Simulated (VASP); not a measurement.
Wanted: the native input for a VASP 6.6.1 run.

```
Task                   : band structure
Functional             : LDA
Potentials or basis    : VASP PAW LDA potentials, release 64 (Zn, B)
Cutoff                 : 520 eV
k mesh                 : 9 × 9 × 9
Occupations            : fermi-dirac, width 0.05 eV
Spin                   : no spin polarisation
Further INCAR settings : PREC = High; ALGO = Fast; EDIFF = 1e-06; NBANDS = 12
```

The structure of ZnB lies in POSCAR:

```
ZnB
1.0
    2.8073700000      0.0000000000      0.0000000000
    0.0000000000      2.8073700000      0.0000000000
    0.0000000000      0.0000000000      2.8073700000
Zn B
1 1
Direct
    0.0000000000      0.0000000000      0.0000000000
    0.5000000000      0.5000000000      0.5000000000
```

The cell was built by a generator and needn't be a form met in nature.

One way to write it, as run:

INCAR

```
  PREC = High
  ENCUT = 520
  EDIFF = 1E-6
  ISMEAR = -1
  SIGMA = 0.05
  LREAL = False
  LASPH = True
  NELM = 60
  ALGO = Fast
  ISIF = 2
  LWAVE = False
  LCHARG = False
  NBANDS = 12
```

KPOINTS

```
Automatic mesh
0
Gamma
  9 9 9
```

KPOINTS_OPT

```
path GXMGRX,MR
15
line-mode
reciprocal
 0.0000000000  0.0000000000  0.0000000000  G
 0.0000000000  0.5000000000  0.0000000000  X

 0.0000000000  0.5000000000  0.0000000000  X
 0.5000000000  0.5000000000  0.0000000000  M

 0.5000000000  0.5000000000  0.0000000000  M
 0.0000000000  0.0000000000  0.0000000000  G

 0.0000000000  0.0000000000  0.0000000000  G
 0.5000000000  0.5000000000  0.5000000000  R

 0.5000000000  0.5000000000  0.5000000000  R
 0.0000000000  0.5000000000  0.0000000000  X

 0.5000000000  0.5000000000  0.0000000000  M
 0.5000000000  0.5000000000  0.5000000000  R
```

Potentials or basis: VASP PAW LDA potentials, release 64 (Zn, B).

The run is started by

```sh
$ cat potpaw_LDA.64/Zn/POTCAR potpaw_LDA.64/B/POTCAR > POTCAR
$ mpirun -np 1 vasp_std > vasp.out
```

It gave:

* Pressure: -7.9 GPa
* Band gap along the path: none (metal or under the smearing width)

Wall time 5.4 s on 1 thread of Intel(R) Xeon(R) 6975P-C (Granite Rapids), on a shared host, peak memory 0.13 GiB.
